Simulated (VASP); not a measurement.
Data:

```xyz
2
Lattice="1.7920 -3.0155 0.0000 1.7920 3.0155 0.0000 0.0000 0.0000 5.7340" Properties=species:S:1:pos:R:3 pbc="T T T"
Ho     1.7920     1.0052     1.4335
Ho     1.8500    -1.0052     4.3005
```

Calculation: PBE GGA, VASP's PBE PAW potentials (set 64) (plane waves; VASP). Settings: 400 eV cut-off, 11×11×6 Γ-centred mesh, Fermi-Dirac smearing of 0.010 eV, potentials Ho_3.

The 4f electrons are frozen in the core of the lanthanide potential, so 4f levels, which can set the real gap, and their magnetism are missing.

Q: Give the force on each atom (eV/Å).

A: 
```csv
atom,Fx,Fy,Fz
Ho1,0.077,0.035,0.000
Ho2,-0.077,-0.035,0.000
```

Q: Give the stress tensor in GPa (positive for a compressed cell).

A: 
```
 0.45  -0.17   0.00
-0.17   2.27   0.00
 0.00   0.00  -1.31
```
The pressure is its mean diagonal, 0.47 GPa.

The compound is Ho in the hcp structure. The cell was not relaxed at this level, atoms are displaced from their ideal sites. The run is one of a series of settings (ISMEAR = -1, SIGMA = 0.01 against the base run), some of them coarse on purpose.
